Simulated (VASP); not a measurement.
CeZn2Ni:

```
Ce Zn Ni
1.0
     3.86439    0.00000    0.00000
     0.00000    3.86439    0.00000
     0.00000    0.00000    4.91927
Ce Zn Ni
1 2 1
Direct
  0.00000 0.00000 0.00000
  0.00000 0.50000 0.50000
  0.50000 0.00000 0.50000
  0.50000 0.50000 0.00000
```

The cell comes from a database or a generator and needn't be the stable form of this composition.

Base run:

| Property | Result |
| --- | --- |
| Program | VASP 6.6.1 |
| Functional | PW91 |
| Potentials or basis | VASP PAW PBE potentials, release 64 (Ce, Zn, Ni) |
| Cutoff | 520 eV |
| k mesh | 5 × 5 × 5 |
| Occupations | fermi-dirac, width 0.05 eV |
| Spin | collinear spin, ferromagnetic start |
| Starting moments | [1.0, 0.0, 0.0, 1.0] μB |

Its results: net moment 0.28 μB per cell.

Q: The run is repeated on the same cell with these changes: functional from PW91 to RPBE. What comes out?

A: Net moment -0.03 μB per cell.

Caveats: the magnetic or orbital state may not be the lowest.
